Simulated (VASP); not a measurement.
Calculation: LDA (Ceperley-Alder, Perdew-Zunger), VASP's LDA PAW potentials (set 64) (plane waves; VASP).

VASP ran on this input.

**POSCAR**
```
SrVO3
1
    3.7791911043     0.0000000000     0.0000000000
    0.0000000000     3.7791911043     0.0000000000
    0.0000000000     0.0000000000     3.7791911043
Sr V O
1 1 3
Direct
  0.0000000000   0.0000000000   0.0000000000
  0.5000000000   0.5000000000   0.5000000000
  0.5000000000   0.0000000000   0.5000000000
  0.0000000000   0.5000000000   0.5000000000
  0.5000000000   0.5000000000   0.0000000000
```

**KPOINTS**
```
K-points
0
Gamma
  8 8 8
```

**INCAR**
```
SYSTEM = SrVO3
PREC = Accurate
ENCUT = 620
EDIFF = 1E-6
NELM = 100
ALGO = Normal
LREAL = .FALSE.
LASPH = .TRUE.
ISMEAR = 1
SIGMA = 0.1
LMAXMIX = 4
LWAVE = .FALSE.
LCHARG = .FALSE.
IBRION = 2
ISIF = 3
NSW = 40
EDIFFG = -0.02
PSTRESS = 50
```

POTCAR, in this order: Sr_sv V_sv O (LDA.64 set). Program: vasp_std.

Problem. What will the output report for the number of irreducible k-points (NKPTS), largest plane-wave count, number of space-group operations, FFT grid (NGX, NGY, NGZ)?

Solution. 
```
Quantity                                       Value
--------------------------------------  ------------
number of irreducible k-points (NKPTS)            35
largest plane-wave count                        1924
number of space-group operations                  48
FFT grid (NGX, NGY, NGZ)                32 × 32 × 32
```

The compound is SrVO3 in the cubic perovskite structure. This run relaxes it under an external pressure of 5 GPa. Symmetry was kept, so distortions that lower it aren't found. The run is not spin-polarised, so no magnetic state was tried. The electron count is odd and the run is not spin-polarised, which forces a metal.
